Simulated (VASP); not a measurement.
Input:

```
CELL_PARAMETERS angstrom
      0.00000     2.05627     2.05627
      2.05627     0.00000     2.05627
      2.05627     2.05627     0.00000
ATOMIC_POSITIONS crystal
  Au 0.00000 0.00000 0.00000
```

All values below come from PBE GGA, VASP's PBE PAW potentials (set 64) (plane waves; VASP). Run with 520 eV cut-off, 15×15×15 Γ-centred mesh, first-order Methfessel-Paxton smearing of 0.10 eV, potentials Au.

### Question
The job: Au (fcc), 1 atom, PBE, static run, 520 eV, 15×15×15 Γ-centred mesh. Roughly how much core time does it take on a busy server core?

### Answer
About 6 core-seconds (one run on a shared machine, a rough figure). It had 120 irreducible k-points, 9 bands, up to 489 plane waves and 11 electronic steps.

The compound is Au in the fcc structure. This cell is one point of a volume scan, at 0.97 of the reference volume.
